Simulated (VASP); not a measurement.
A run of VASP 6.6.1 is set up as follows.

Contents of INCAR:

```
SYSTEM = Mn2ZnAs2
PREC     = Accurate       ! precision mode
ENCUT    = 520            ! plane-wave cutoff, eV
EDIFF    = 1E-6           ! SCF threshold, eV
ISMEAR   = -1             ! smearing method
SIGMA    = 0.05           ! smearing width, eV
LREAL    = .FALSE.        ! projectors in reciprocal space
LASPH    = .TRUE.         ! aspherical terms in the spheres
NELM     = 150            ! most SCF steps
ALGO     = Fast           ! electronic algorithm
ISIF     = 2              ! what is computed and relaxed
LWAVE    = .FALSE.        ! write WAVECAR
LCHARG   = .FALSE.        ! write CHGCAR
ISPIN    = 2              ! spin polarisation
MAGMOM   = 0.9 0.9 0 0 0  ! initial moments
LORBIT   = 11             ! projections on sites
LMAXMIX  = 4              ! l up to which the mixer works
GGA      = PE             ! functional
NBANDS   = 36             ! bands
```

File KPOINTS:

```
regular mesh
0
G
  5 5 3
  0 0 0
```

POSCAR

```
Mn2ZnAs2
1.0
    4.0990008100      0.0000000000      0.0000000000
   -2.0495004000      3.5498388300      0.0000000000
    0.0000000000      0.0000000000      6.5720000000
Mn As Zn
2 2 1
Direct
    0.3333333300      0.6666666700      0.3694400000
    0.6666666700      0.3333333300      0.6305600000
    0.3333333300      0.6666666700      0.7679300000
    0.6666666700      0.3333333300      0.2320700000
    0.0000000000      0.0000000000      0.0000000000
```

Potentials or basis: VASP PAW PBE potentials, release 64 (Mn_pv, As, Zn).

Command:

```sh
$ cat potpaw_PBE.64/Mn_pv/POTCAR potpaw_PBE.64/As/POTCAR potpaw_PBE.64/Zn/POTCAR > POTCAR
$ mpirun -np 1 vasp_std > vasp.out
```

(1) Estimate the band gap on the k mesh.

(2) What does it give for the largest force?

(3) What does it give for the net moment?

Answers

(1) none (metal or under the smearing width).

(2) 0.619 eV/Å.

(3) 7.01 μB per cell.
